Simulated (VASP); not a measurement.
Output of a VASP run:

### OUTCAR
```
 ion  position               nearest neighbor table
   1  0.665  0.665  0.000-   3 2.57   3 2.57   3 2.57   3 2.57   2 2.58   2 2.59   2 2.59   2 2.59
                             2 2.59   3 2.62
   2  0.335  0.335  0.000-   3 2.57   3 2.57   3 2.57   3 2.57   1 2.58   1 2.59   1 2.59   1 2.59
                             1 2.59   3 2.62
   3  0.000  0.000  0.000-   1 2.57   1 2.57   1 2.57   2 2.57   1 2.57   2 2.57   2 2.57   2 2.57
                             1 2.62   2 2.62
  LATTYP: Found a body centered orthorhombic cell.
 ALAT       =     3.0943482846
 B/A-ratio  =     1.0309278351
 C/A-ratio  =     2.5283159067
 Subroutine PRICEL returns:
 Original cell was already a primitive cell.
 Subroutine GETGRP returns: Found  8 space group operations
The static configuration has the point symmetry D_2h.
The dynamic configuration has the point symmetry D_2h.
 Subroutine INISYM returns: Found  8 space group operations
 Subroutine IBZKPT returns following result:
 Found    280 irreducible k-points:

 Following reciprocal coordinates:
            Coordinates               Weight
  0.000000  0.000000  0.000000      1.000000
  0.083333  0.000000 -0.000000      4.000000
  0.166667  0.000000  0.000000      4.000000
  0.250000  0.000000  0.000000      4.000000
  0.333333 -0.000000  0.000000      4.000000
  0.416667 -0.000000  0.000000      4.000000
  0.500000  0.000000  0.000000      2.000000
 -0.000000  0.083333  0.000000      4.000000
  0.083333  0.083333  0.000000      8.000000
  0.166667  0.083333  0.000000      8.000000
  0.250000  0.083333  0.000000      8.000000
  0.333333  0.083333  0.000000      8.000000
  0.416667  0.083333  0.000000      8.000000
  0.500000  0.083333  0.000000      8.000000
 -0.416667  0.083333  0.000000      8.000000
 -0.333333  0.083333  0.000000      8.000000
 -0.250000  0.083333  0.000000      8.000000
 -0.166667  0.083333  0.000000      8.000000
 -0.083333  0.083333  0.000000      4.000000
 -0.000000  0.166667  0.000000      4.000000
  0.083333  0.166667  0.000000      8.000000
  0.166667  0.166667  0.000000      8.000000
  0.250000  0.166667  0.000000      8.000000
  0.333333  0.166667  0.000000      8.000000
  0.416667  0.166667  0.000000      8.000000
  0.500000  0.166667  0.000000      8.000000
 -0.416667  0.166667  0.000000      8.000000
 -0.333333  0.166667  0.000000      8.000000
 -0.250000  0.166667  0.000000      8.000000
 -0.166667  0.166667  0.000000      4.000000
 -0.083333  0.166667  0.000000      8.000000
 -0.000000  0.250000  0.000000      4.000000
  0.083333  0.250000  0.000000      8.000000
  0.166667  0.250000  0.000000      8.000000
  0.250000  0.250000  0.000000      8.000000
  0.333333  0.250000  0.000000      8.000000
  0.416667  0.250000  0.000000      8.000000
  0.500000  0.250000  0.000000      8.000000
 -0.416667  0.250000  0.000000      8.000000
 -0.333333  0.250000 -0.000000      8.000000
   k-points           NKPTS =    280   k-points in BZ     NKDIM =    280   number of bands    NBANDS=     15
   number of dos      NEDOS =    301   number of ions     NIONS =      3
   total plane-waves  NPLWV =  32768
   dimension x,y,z NGX =    32 NGY =   32 NGZ =   32
   dimension x,y,z NGXF=    64 NGYF=   64 NGZF=   64
   ions per type =               2   1
   PREC   = accura    normal or accurate (medium, high low for compatibility)
   ISTART =      0    job   : 0-new  1-cont  2-samecut
   ICHARG =      2    charge: 1-file 2-atom 10-const
   ISPIN  =      1    spin polarized calculation?
   LNONCOLLINEAR =      F non collinear calculations
   LSORBIT =      F    spin-orbit coupling
   INIWAV =      1    electr: 0-lowe 1-rand  2-diag
   ENCUT  =  480.0 eV  35.28 Ry    5.94 a.u.   8.04  8.04  8.04*2*pi/ulx,y,z
   NELM   =    100;   NELMIN=  2; NELMDL= -5     # of ELM steps
   EDIFF  = 0.1E-06   stopping-criterion for ELM
   LREAL  =      F    real-space projection
   NLSPLINE    = F    spline interpolate recip. space projectors
...
```

File OSZICAR:
```
       N       E                     dE             d eps       ncg     rms          rms(c)
DAV:   1     0.115434480690E+03    0.11543E+03   -0.11037E+04  8416   0.132E+03
DAV:   2    -0.232526006776E+02   -0.13869E+03   -0.13674E+03 10472   0.328E+02
DAV:   3    -0.259457846958E+02   -0.26932E+01   -0.26556E+01 11095   0.422E+01
DAV:   4    -0.259579631931E+02   -0.12178E-01   -0.12177E-01  9681   0.331E+00
DAV:   5    -0.259580649336E+02   -0.10174E-03   -0.10174E-03 11193   0.277E-01    0.248E+01
DAV:   6    -0.251890878656E+02    0.76898E+00   -0.66152E+00  9814   0.183E+01    0.573E+00
DAV:   7    -0.250673944198E+02    0.12169E+00   -0.96767E-01  9450   0.635E+00    0.513E+00
DAV:   8    -0.250275105115E+02    0.39884E-01   -0.12537E-01 10080   0.292E+00    0.485E-01
DAV:   9    -0.250264896076E+02    0.10209E-02   -0.22552E-03 10353   0.418E-01    0.235E-01
DAV:  10    -0.250263906499E+02    0.98958E-04   -0.63796E-04 10143   0.240E-01    0.638E-02
DAV:  11    -0.250263796699E+02    0.10980E-04   -0.19134E-04 10003   0.111E-01    0.330E-02
DAV:  12    -0.250263763002E+02    0.33698E-05   -0.26759E-05  9548   0.382E-02    0.682E-03
DAV:  13    -0.250263759104E+02    0.38976E-06   -0.71850E-07  9884   0.833E-03    0.204E-03
DAV:  14    -0.250263758560E+02    0.54376E-07   -0.10118E-08  5236   0.954E-04
   1 F= -.25026376E+02 E0= -.25026339E+02  d E =-.110363E-03
```

**OUTCAR**
```
------------------------ aborting loop because EDIFF is reached ----------------------------------------
  FORCE on cell =-STRESS in cart. coord.  units (eV):
  Direction    XX          YY          ZZ          XY          YZ          ZX
  --------------------------------------------------------------------------------------
  Total        1.1344144      3.3342677      0.8565564     -0.0000000      0.0000000      0.0000000
  in kB       47.0700990    138.3483090     35.5409748     -0.0000000      0.0000000      0.0000000
  external PRESSURE =      73.6531276 kB  Pullay stress =       0.0000000 kB
  volume of cell :       38.61
      direct lattice vectors                 reciprocal lattice vectors
    -1.595024889  1.547174142  3.911744994     0.000000000  0.323169827  0.127820193
     1.595024889 -1.547174142  3.911744994     0.313474732  0.000000000  0.127820193
     1.595024889  1.547174142 -3.911744994     0.313474732  0.323169827  0.000000000
 POSITION                                       TOTAL-FORCE (eV/Angst)
 -----------------------------------------------------------------------------------
      0.00000      0.00000      5.20219        -0.000000      0.000000      0.058363
      0.00000      0.00000      2.62130         0.000000     -0.000000     -0.058363
      0.00000      0.00000      0.00000         0.000000     -0.000000      0.000000
 -----------------------------------------------------------------------------------
    total drift:                                0.000000     -0.000000     -0.000000
  FREE ENERGIE OF THE ION-ELECTRON SYSTEM (eV)
  ---------------------------------------------------
  free  energy   TOTEN  =       -25.0263758560 eV

  energy  without entropy=      -25.0262654929  energy(sigma->0) =      -25.02633907
```
(Selected blocks of OUTCAR.)

File POSCAR:
```
MoSi2
1
   -1.5950248890     1.5471741423     3.9117449944
    1.5950248890    -1.5471741423     3.9117449944
    1.5950248890     1.5471741423    -3.9117449944
Si Mo
2 1
Direct
  0.6649451924   0.6649451924   0.0000000000
  0.3350548076   0.3350548076   0.0000000000
  0.0000000000   0.0000000000   0.0000000000
```

Write an INCAR and KPOINTS that could have produced this output.

This is not unique; one that fits is the input of the run itself, PBEsol GGA, plane waves, VASP's PBE PAW potentials (set 64).

### KPOINTS
```
Automatic mesh
0
gamma
  12 12 12
0 0 0
```

### INCAR
```
ALGO  =  Normal
EDIFF  =  1E-7
ENCUT  =  480
GGA  =  PS
ISIF  =  2
ISMEAR  =  1
LASPH  =  T
LCHARG  =  F
LMAXMIX  =  4
LREAL  =  F
LWAVE  =  F
NELM  =  100
PREC  =  Accurate
SIGMA  =  0.1
SYSTEM  =  MoSi2
```

POTCAR, in this order: Si Mo_sv (PBE.64 set). Program: vasp_std.

The compound is MoSi2 in the MoSi2 type structure. This cell was strained or had an atom moved on purpose.
